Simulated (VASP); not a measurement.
Data:

```
CELL_PARAMETERS angstrom
      0.00000     3.31693     3.31693
      3.31693     0.00000     3.31693
      3.31693     3.31693     0.00000
ATOMIC_POSITIONS crystal
  In 0.00000 0.00000 0.00000
  Sb 0.75000 0.75000 0.75000
```

The numbers are results of PBE GGA, VASP's PBE PAW potentials (set 64) (plane waves; VASP), not measurements. Numerical set-up: PREC = Normal, EDIFF = 1E-5, 400 eV cut-off, 8×8×8 Γ-centred mesh, Gaussian smearing of 0.050 eV, potentials In_d Sb.

Unless said otherwise, spin-orbit coupling is left out, though it shifts the bands of the heavy elements here.

Task: What does the run give for the energy per atom (σ→0), band gap (on the k-mesh) with the smallest direct gap where there is one?

Result: 
```
Property                                                     Value
------------------------  ----------------------------------------
band gap (on the k-mesh)  none (metal, semimetal or under 0.01 eV)
energy per atom (σ→0)                               -3.474 eV/atom
```

The absolute energy has meaning only against runs of the same code, potentials and settings.

The compound is InSb in the zinc blende structure. It was relaxed first, which changed the volume by +7 %.
